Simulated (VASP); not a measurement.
# Driving VASP from ASE on TeRh, part 2 of 3

Do ASE scripts that read TeRh from different structure formats give one answer, and do several routes find one equilibrium volume? All runs use PBEsol. Left out of this account: 1 further run (self-consistent run: a reference on another mesh). The start is a cell from a database of measured crystal structures.

VASP 6.6.1; PBEsol, no spin polarisation; plane waves and PAW (Te, Rh_pv).

Still holding for the runs below: This run has no spin polarisation, although Rh can carry a moment.

So far. Step 2 (A single point (PBEsol, through ASE)): The pressure is -0.73 GPa and the largest force 0.000 eV/Å, so the cell is not at a minimum at these settings. Step 3 (Self-consistent run (PBEsol, through ASE)): The energy lies +3.85 meV an atom from the first script, on another mesh.

## 4. Full relaxation (PBEsol, through ASE)

Properties are meant for the cell that this level of theory prefers, so cell and atoms are relaxed first (ISIF = 3) until forces and stress are small; EDIFFG sets the threshold.

Contents of run.py:

```python
import numpy as np
from ase.calculators.vasp import Vasp
from ase.io import read

atoms = read('TeRh.cif')

calc = Vasp(
    xc='pbesol',
    pp='PBE',
    prec='Accurate',
    encut=400,
    ediff=1e-06,
    nelm=100,
    ismear=-1,
    sigma=0.05,
    lreal=False,
    algo='Normal',
    nbands=27,
    lasph=True,
    lorbit=11,
    lwave=False,
    lcharg=False,
    kpar=4,
    ibrion=2,
    nsw=60,
    isif=3,
    ediffg=-0.01,
    pp_version='64',
    setups={'Te': '', 'Rh': '_pv'},
    kpts=(9, 9, 6),
    gamma=True,
    txt='vasp.out',
)
atoms.calc = calc

print("energy (eV):", round(atoms.get_potential_energy(), 6))
print("Fermi level (eV):", round(calc.get_fermi_level(), 4))
print("forces (eV/A):")
print(np.round(atoms.get_forces(), 4))
print("stress (GPa, Voigt, tension positive):", np.round(atoms.get_stress() * 160.21766, 3))
print("cell (A, degrees):", np.round(atoms.cell.cellpar(), 4))
print("volume (A^3):", round(atoms.get_volume(), 4))
print("positions:")
print(np.round(atoms.get_scaled_positions(), 5))
```

Contents of TeRh.cif:

```cif
data_TeRh
_cell_length_a 3.99000000
_cell_length_b 3.99000000
_cell_length_c 5.66000000
_cell_angle_alpha 90.00000000
_cell_angle_beta 90.00000000
_cell_angle_gamma 120.00000000
_space_group_name_H-M_alt 'P1'
_space_group_name_Hall 'P 1'
_space_group_IT_number 1
loop_
_space_group_symop_operation_xyz
'x,y,z'
loop_
_atom_site_label
_atom_site_type_symbol
_atom_site_symmetry_multiplicity
_atom_site_Wyckoff_symbol
_atom_site_fract_x
_atom_site_fract_y
_atom_site_fract_z
_atom_site_occupancy
Te1 Te 1 a 0.3333333333 0.6666666667 0.2500000000 1
Te2 Te 1 a 0.6666666667 0.3333333333 0.7500000000 1
Rh1 Rh 1 a 0.0000000000 0.0000000000 0.0000000000 1
Rh2 Rh 1 a 0.0000000000 0.0000000000 0.5000000000 1
```

PAW data sets: Te and Rh_pv (PBE family, release 64).

The run is started by

```bash
export ASE_VASP_COMMAND="mpirun -np 4 vasp_std"
python run.py
```

What it wrote:

```text
energy (eV): -24.65998
Fermi level (eV): 10.4969
forces (eV/A):
[[-0. -0. -0.]
 [ 0.  0.  0.]
 [-0. -0.  0.]
 [-0.  0.  0.]]
stress (GPa, Voigt, tension positive): [ 0.007  0.007 -0.018 -0.    -0.     0.   ]
cell (A, degrees): [  4.004    4.004    5.5941  90.      90.     120.    ]
volume (A^3): 77.6699
positions:
[[0.33333 0.66667 0.25   ]
 [0.66667 0.33333 0.75   ]
 [0.      0.      0.     ]
 [0.      0.      0.5    ]]
```

It took 42 s on 4 MPI ranks of Intel Xeon 6975P-C (Granite Rapids), shared host; peak memory 0.85 GiB; 2.7 min of CPU time.

The INCAR that ASE wrote:

```
ENCUT = 400.000000
SIGMA = 0.050000
EDIFF = 1.00e-06
EDIFFG = -1.00e-02
ALGO = Normal
GGA = PS
PREC = Accurate
IBRION = 2
ISIF = 3
ISMEAR = -1
KPAR = 4
LORBIT = 11
NBANDS = 27
NELM = 100
NSW = 60
LASPH = .TRUE.
LCHARG = .FALSE.
LWAVE = .FALSE.
LREAL = .FALSE.
```

The KPOINTS that ASE wrote:

```
KPOINTS created by Atomic Simulation Environment
0
Gamma
9 9 6
0 0 0
```

vasp.out:

```text
[... set-up lines as in an earlier step ...]
 entering main loop
       N       E                     dE             d eps       ncg     rms          rms(c)
DAV:   1     0.313857971306E+03    0.31386E+03   -0.20824E+04  2992   0.123E+03
DAV:   2    -0.129926724976E+02   -0.32685E+03   -0.32018E+03  2918   0.362E+02
DAV:   3    -0.248454473899E+02   -0.11853E+02   -0.11647E+02  2991   0.685E+01
DAV:   4    -0.250240999190E+02   -0.17865E+00   -0.17842E+00  2908   0.836E+00
DAV:   5    -0.250280451947E+02   -0.39453E-02   -0.39450E-02  2957   0.124E+00    0.152E+01
DAV:   6    -0.247575798599E+02    0.27047E+00   -0.60115E-01  2844   0.657E+00    0.812E+00
DAV:   7    -0.246992580290E+02    0.58322E-01   -0.35002E-01  2712   0.353E+00    0.271E+00
DAV:   8    -0.246624463791E+02    0.36812E-01   -0.17767E-01  2706   0.358E+00    0.107E+00
DAV:   9    -0.246628285742E+02   -0.38220E-03   -0.43650E-03  2882   0.373E-01    0.100E+00
DAV:  10    -0.246642134120E+02   -0.13848E-02   -0.10849E-02  2738   0.886E-01    0.722E-01
DAV:  11    -0.246629216436E+02    0.12918E-02   -0.81803E-04  2703   0.206E-01    0.589E-01
DAV:  12    -0.246626445248E+02    0.27712E-03   -0.13596E-04  2802   0.548E-02    0.448E-01
DAV:  13    -0.246622635679E+02    0.38096E-03   -0.13058E-04  2759   0.781E-02    0.348E-01
DAV:  14    -0.246621966074E+02    0.66960E-04   -0.13215E-05  2819   0.190E-02    0.319E-01
DAV:  15    -0.246620653022E+02    0.13131E-03   -0.23352E-05  2724   0.345E-02    0.292E-01
[... 1 cycle as in an earlier step ...]
DAV:  17    -0.246615644585E+02    0.14115E-04   -0.17077E-04  2832   0.723E-02    0.131E-02
DAV:  18    -0.246615673961E+02   -0.29376E-05   -0.43667E-06  2722   0.138E-02    0.169E-02
DAV:  19    -0.246615639727E+02    0.34233E-05   -0.63836E-06  2471   0.190E-02    0.461E-03
DAV:  20    -0.246615637913E+02    0.18147E-06   -0.11126E-06  1323   0.587E-03
   1 F= -.24661564E+02 E0= -.24654087E+02  d E =-.246616E+02
 curvature:   0.00 expect dE= 0.000E+00 dE for cont linesearch  0.000E+00
 trial: gam= 0.00000 g(F)=  0.416E-47 g(S)=  0.125E-01 ort = 0.000E+00 (trialstep = 0.100E+01)
 search vector abs. value=  0.125E-01
 bond charge predicted
       N       E                     dE             d eps       ncg     rms          rms(c)
DAV:   1    -0.248274196784E+02   -0.16586E+00   -0.34924E+00  2703   0.156E+01    0.307E+00
DAV:   2    -0.247042732762E+02    0.12315E+00   -0.88921E-01  2706   0.810E+00    0.123E+00
DAV:   3    -0.246697505065E+02    0.34523E-01   -0.10580E-01  2680   0.270E+00    0.538E-01
DAV:   4    -0.246648007609E+02    0.49497E-02   -0.17884E-02  2775   0.782E-01    0.192E-01
DAV:   5    -0.246646396283E+02    0.16113E-03   -0.12040E-03  2956   0.248E-01    0.182E-01
DAV:   6    -0.246646731506E+02   -0.33522E-04   -0.17291E-04  2771   0.102E-01    0.254E-02
DAV:   7    -0.246646694212E+02    0.37294E-05   -0.18084E-05  2886   0.334E-02    0.165E-02
DAV:   8    -0.246646688640E+02    0.55720E-06   -0.21915E-06  2179   0.738E-03
   2 F= -.24664669E+02 E0= -.24657385E+02  d E =-.310507E-02
[...]
3 F= -.24665764E+02 E0= -.24658443E+02  d E =-.420015E-02
[...]
4 F= -.24667278E+02 E0= -.24659776E+02  d E =-.151393E-02
 trial-energy change:   -0.001514  1 .order   -0.001517   -0.004389    0.001355
 step:   0.7131(harm=  0.7131)  dis= 0.00000  next Energy=   -24.667441 (dE=-0.168E-02)
 bond charge predicted
       N       E                     dE             d eps       ncg     rms          rms(c)
DAV:   1    -0.246703861537E+02   -0.31083E-02   -0.68609E-02  2712   0.202E+00    0.361E-01
DAV:   2    -0.246681603338E+02    0.22258E-02   -0.14817E-02  2731   0.102E+00    0.178E-01
DAV:   3    -0.246675350740E+02    0.62526E-03   -0.19541E-03  2664   0.372E-01    0.878E-02
DAV:   4    -0.246674377436E+02    0.97330E-04   -0.30527E-04  2755   0.951E-02    0.241E-02
DAV:   5    -0.246674321289E+02    0.56147E-05   -0.32002E-05  3003   0.387E-02    0.132E-02
DAV:   6    -0.246674328457E+02   -0.71675E-06   -0.30898E-06  2329   0.123E-02
   5 F= -.24667433E+02 E0= -.24659980E+02  d E =-.166890E-02
 curvature:  -0.50 expect dE=-0.606E-06 dE for cont linesearch -0.474E-06
 trial: gam= 0.00000 g(F)=  0.145E-47 g(S)=  0.122E-05 ort =-0.791E-04 (trialstep = 0.889E+00)
 search vector abs. value=  0.122E-05
 reached required accuracy - stopping structural energy minimisation
```

From OUTCAR (step 4):

```text
 Found     48 irreducible k-points:

   NELECT =      42.0000    total number of electrons

 E-fermi :  10.4969

 k-point     1 :       0.0000    0.0000    0.0000
  band No.  band energies     occupation
    ...
     16       7.8211      2.00000
     17       9.2256      2.00000
     18       9.2256      2.00000
     19       9.4659      2.00000
     20       9.4659      2.00000
     21      10.9859      0.00011
     22      11.5246      0.00000
     23      12.8729      0.00000
     24      13.5692      0.00000
     25      13.5692      0.00000
    ...

 k-point     2 :       0.1111    0.0000    0.0000
  band No.  band energies     occupation
    ...
     16       7.8893      2.00000
     17       9.0645      2.00000
     18       9.1770      2.00000
     19       9.2266      2.00000
     20       9.5002      2.00000
     21      11.3570      0.00000
     22      11.4493      0.00000
     23      12.3041      0.00000
     24      13.2770      0.00000
     25      14.0055      0.00000
    ...

  Total       -0.0033953     -0.0033953      0.0088465      0.0000000      0.0000000      0.0000000
  in kB       -0.0700384     -0.0700384      0.1824866      0.0000000      0.0000000      0.0000000
  external PRESSURE =       0.0141366 kB  Pullay stress =       0.0000000 kB

  energy-cutoff  :      400.00
  volume of cell :       77.67
      direct lattice vectors                 reciprocal lattice vectors
     4.004024052  0.000000000  0.000000000     0.249748750  0.144192508 -0.000000000
    -2.002012026  3.467586546  0.000000000    -0.000000000  0.288385016  0.000000000
     0.000000000 -0.000000000  5.594084684    -0.000000000 -0.000000000  0.178760254

 POSITION                                       TOTAL-FORCE (eV/Angst)
 -----------------------------------------------------------------------------------
     -0.00000      2.31172      1.39852        -0.000000     -0.000000     -0.000000
      2.00201      1.15586      4.19556         0.000000      0.000000      0.000000
      0.00000      0.00000      0.00000        -0.000000     -0.000000      0.000000
      0.00000     -0.00000      2.79704        -0.000000      0.000000      0.000000
 -----------------------------------------------------------------------------------
    total drift:                               -0.000000      0.000000      0.000000

  FREE ENERGIE OF THE ION-ELECTRON SYSTEM (eV)
  ---------------------------------------------------
  free  energy   TOTEN  =       -24.6674328457 eV

  energy  without entropy=      -24.6525272127  energy(sigma->0) =      -24.65998003

 reached required accuracy - stopping structural energy minimisation

 total charge
# of ion       s       p       d       tot
------------------------------------------
    1        1.359   1.877   0.115   3.352
    2        1.359   1.877   0.115   3.352
    3        0.329   6.238   7.348  13.915
    4        0.329   6.238   7.348  13.915
--------------------------------------------------
tot          3.376  16.231  14.926  34.533

[... 7 parts as in an earlier step ...]

[... 6 further parts left out ...]
```

CONTCAR:

```
Te Rh
   1.00000000000000
     4.0040240518552599    0.0000000000000000    0.0000000000000000
    -2.0020120259276291    3.4675865462705562    0.0000000000000000
     0.0000000000000000   -0.0000000000000000    5.5940846838612011
  Te              Rh
     2     2
Direct
     0.3333333332999970    0.6666666667000030    0.2500000000000000
     0.6666666667000030    0.3333333332999970    0.7500000000000000
     0.0000000000000000    0.0000000000000000    0.0000000000000000
     0.0000000000000000    0.0000000000000000    0.5000000000000000
```

The run keeps the 24 symmetry operations of its start, so it cannot find a distortion of lower symmetry.

Relaxation path:

| step | energy less that of the first step (eV) | largest force (eV/Å) | pressure (GPa) | volume (Å³) |
| --- | --- | --- | --- | --- |
| 1 | 0.0000 | 0.0000 | -0.73 | 78.04 |
| 2 | -0.0031 | 0.0000 | 1.28 | 77.03 |
| 3 | -0.0042 | 0.0000 | 0.60 | 77.37 |
| 4 | -0.0057 | 0.0000 | -0.14 | 77.76 |
| 5 | -0.0059 | 0.0000 | 0.00 | 77.67 |

| conventional cell, symmetrised | before | after | change |
| --- | --- | --- | --- |
| a (Å) | 3.990 | 4.004 | +0.4 % |
| b (Å) | 3.990 | 4.004 | +0.4 % |
| c (Å) | 5.660 | 5.594 | -1.2 % |
| volume (Å³/atom) | 19.51 | 19.42 | -0.5 % |

Final coordinates:

```
Te Rh
1.0
     4.00402    0.00000    0.00000
    -2.00201    3.46759    0.00000
     0.00000    0.00000    5.59408
Te Rh
2 2
Direct
  0.33333 0.66667 0.25000
  0.66667 0.33333 0.75000
  0.00000 0.00000 0.00000
  0.00000 0.00000 0.50000
```

This step gave:

```yaml
irreducible_k_points: 48
free_energy_toten: -24.67 eV
energy_at_zero_smearing: -24.66 eV
fermi_energy: 10.50 eV
pressure: 0.001414 GPa
scf_cycles_over_all_ionic_steps: 49
```

It ends with forces that vanish by symmetry and a pressure of 0.00 GPa.

## 5. Equation of state by an ASE loop (PBEsol)

An ASE loop scales the volume and fits the energies, which gives the bulk modulus from energies alone.

Contents of run.py:

```python
import numpy as np
from ase.calculators.vasp import Vasp
from ase.io import read
from ase.eos import EquationOfState
from ase.units import GPa

atoms = read('TeRh.cif')

calc = Vasp(
    xc='pbesol',
    pp='PBE',
    prec='Accurate',
    encut=400,
    ediff=1e-06,
    nelm=100,
    ismear=-1,
    sigma=0.05,
    lreal=False,
    algo='Normal',
    nbands=27,
    lasph=True,
    lorbit=11,
    lwave=False,
    lcharg=False,
    kpar=4,
    isif=2,
    pp_version='64',
    setups={'Te': '', 'Rh': '_pv'},
    kpts=(9, 9, 6),
    gamma=True,
    txt='vasp.out',
)
atoms.calc = calc

cell, volumes, energies = atoms.get_cell(), [], []
for x in [0.94, 0.96, 0.98, 1.0, 1.02, 1.04, 1.06]:
    atoms.set_cell(cell * x ** (1 / 3), scale_atoms=True)
    volumes.append(atoms.get_volume())
    energies.append(atoms.get_potential_energy())
    print(f"{x:.2f}  V = {volumes[-1]:.4f} A^3  E = {energies[-1]:.6f} eV")
v0, e0, b0 = EquationOfState(volumes, energies, eos="birchmurnaghan").fit()
print(f"V0 = {v0:.4f} A^3  E0 = {e0:.6f} eV  B0 = {b0 / GPa:.2f} GPa")
```

TeRh.cif is that of step 4.

What it wrote:

```text
0.94  V = 73.3535 A^3  E = -24.518361 eV
0.96  V = 74.9142 A^3  E = -24.598299 eV
0.98  V = 76.4749 A^3  E = -24.642026 eV
1.00  V = 78.0356 A^3  E = -24.654087 eV
1.02  V = 79.5963 A^3  E = -24.637590 eV
1.04  V = 81.1570 A^3  E = -24.596340 eV
1.06  V = 82.7178 A^3  E = -24.533132 eV
V0 = 77.8805 A^3  E0 = -24.654109 eV  B0 = 146.11 GPa
```

Wall time 1.8 min (4 MPI ranks); peak memory 0.8 GiB; 6.9 min of CPU time.

The INCAR that ASE wrote:

```
ENCUT = 400.000000
SIGMA = 0.050000
EDIFF = 1.00e-06
ALGO = Normal
GGA = PS
PREC = Accurate
ISIF = 2
ISMEAR = -1
KPAR = 4
LORBIT = 11
NBANDS = 27
NELM = 100
LASPH = .TRUE.
LCHARG = .FALSE.
LWAVE = .FALSE.
LREAL = .FALSE.
```

ASE turned this into the KPOINTS:

```
KPOINTS created by Atomic Simulation Environment
0
Gamma
9 9 6
0 0 0
```

vasp.out (the last of its runs):

```text
[banner, memory and clock lines left out]
running    4 mpi-ranks, on    1 nodes
 distrk:  each k-point on    1 cores,    4 groups
 distr:  one band on    1 cores,    1 groups

 POSCAR found type information on POSCAR TeRh
 POSCAR found :  2 types and       4 ions
 [... a notice as in an earlier step ...]

 LDA part: xc-table for (Slater+PW92), standard interpolation
 POSCAR, INCAR and KPOINTS ok, starting setup
 FFT: planning ... GRIDC
 FFT: planning ... GRID_SOFT
 FFT: planning ... GRID
 WAVECAR not read
 WARNING: random wavefunctions but no delay for mixing, default for NELMDL
 entering main loop
       N       E                     dE             d eps       ncg     rms          rms(c)
DAV:   1     0.309173139314E+03    0.30917E+03   -0.20573E+04  3000   0.122E+03
DAV:   2    -0.131636478930E+02   -0.32234E+03   -0.31609E+03  2949   0.356E+02
DAV:   3    -0.247132694204E+02   -0.11550E+02   -0.11315E+02  3057   0.670E+01
DAV:   4    -0.249023704863E+02   -0.18910E+00   -0.18760E+00  2925   0.829E+00
DAV:   5    -0.249066428039E+02   -0.42723E-02   -0.42720E-02  2949   0.125E+00    0.134E+01
DAV:   6    -0.246351914401E+02    0.27145E+00   -0.65077E-01  2848   0.669E+00    0.717E+00
DAV:   7    -0.245851391508E+02    0.50052E-01   -0.38282E-01  2712   0.371E+00    0.275E+00
DAV:   8    -0.245428901641E+02    0.42249E-01   -0.20683E-01  2726   0.379E+00    0.116E+00
DAV:   9    -0.245433599504E+02   -0.46979E-03   -0.49790E-03  2896   0.393E-01    0.110E+00
DAV:  10    -0.245456318289E+02   -0.22719E-02   -0.14242E-02  2730   0.986E-01    0.954E-01
DAV:  11    -0.245458591411E+02   -0.22731E-03   -0.11488E-03  2748   0.221E-01    0.920E-01
DAV:  12    -0.245459862676E+02   -0.12713E-03   -0.37362E-05  2909   0.428E-02    0.857E-01
DAV:  13    -0.245452659933E+02    0.72027E-03   -0.98737E-05  2667   0.691E-02    0.755E-01
DAV:  14    -0.245446783548E+02    0.58764E-03   -0.10166E-04  2798   0.623E-02    0.677E-01
DAV:  15    -0.245437496889E+02    0.92867E-03   -0.29049E-04  2690   0.118E-01    0.559E-01
DAV:  16    -0.245422792670E+02    0.14704E-02   -0.16788E-03  2718   0.279E-01    0.277E-01
DAV:  17    -0.245419078139E+02    0.37145E-03   -0.77488E-04  2897   0.172E-01    0.638E-02
DAV:  18    -0.245418943753E+02    0.13439E-04   -0.24350E-05  2763   0.283E-02    0.459E-02
DAV:  19    -0.245418934884E+02    0.88693E-06   -0.40662E-07  1527   0.390E-03
   1 F= -.24541893E+02 E0= -.24533132E+02  d E =-.175231E-01
```

OUTCAR, selected parts (step 5):

```text
   ENCUT  =  400.0 eV  29.40 Ry    5.42 a.u.   6.63  6.63  9.41*2*pi/ulx,y,z

   NELECT =      42.0000    total number of electrons

 E-fermi :   9.4522

 k-point     1 :       0.0000    0.0000    0.0000
  band No.  band energies     occupation
    ...
     16       7.0769      2.00000
     17       8.2954      2.00000
     18       8.2954      2.00000
     19       8.5116      2.00000
     20       8.5116      2.00000
     21       9.8266      0.00112
     22      10.3098      0.00000
     23      12.0339      0.00000
     24      12.3320      0.00000
     25      12.3320      0.00000
    ...

  Total       -3.9789958     -3.9789958     -5.0472837     -0.0000000     -0.0000000     -0.0000000
  in kB      -77.0699964    -77.0699964    -97.7618878     -0.0000000     -0.0000000     -0.0000000
  external PRESSURE =     -83.9672935 kB  Pullay stress =       0.0000000 kB

 POSITION                                       TOTAL-FORCE (eV/Angst)
 -----------------------------------------------------------------------------------
     -0.00000      2.34881      1.44275        -0.000000      0.000000      0.000000
      2.03413      1.17440      4.32826         0.000000     -0.000000      0.000000
      0.00000      0.00000      0.00000         0.000000      0.000000      0.000000
      0.00000      0.00000      2.88550         0.000000      0.000000      0.000000
 -----------------------------------------------------------------------------------
    total drift:                                0.000000     -0.000000      0.000000

  FREE ENERGIE OF THE ION-ELECTRON SYSTEM (eV)
  ---------------------------------------------------
  free  energy   TOTEN  =       -24.5418934884 eV

  energy  without entropy=      -24.5243703945  energy(sigma->0) =      -24.53313194

[... 4 parts as in an earlier step ...]

[... 12 further parts left out ...]
```

Numbers from this step:

* bulk modulus: 146.1 GPa
* equilibrium volume of the fit: 19.47 Å³/atom

The fitted volume lies +0.27 % from the relaxed one.

(Continued in part 3 of 3.)

[Lines on the potential files, build, host, timing and source positions are cut from VASP's logs without a mark.]

[Logs are printed without paths, hosts, clocks, repeated set-up lines and the standing remarks that a program may print on its own settings, such as how far it seeks lower states.]

[Hosts, paths, dates, database ids (printed as entryN), source tags and the programs' standing remarks are cut or masked in the printed files.]

[A measured line is paired with the nearest computed mode of its activity, which favours agreement.]
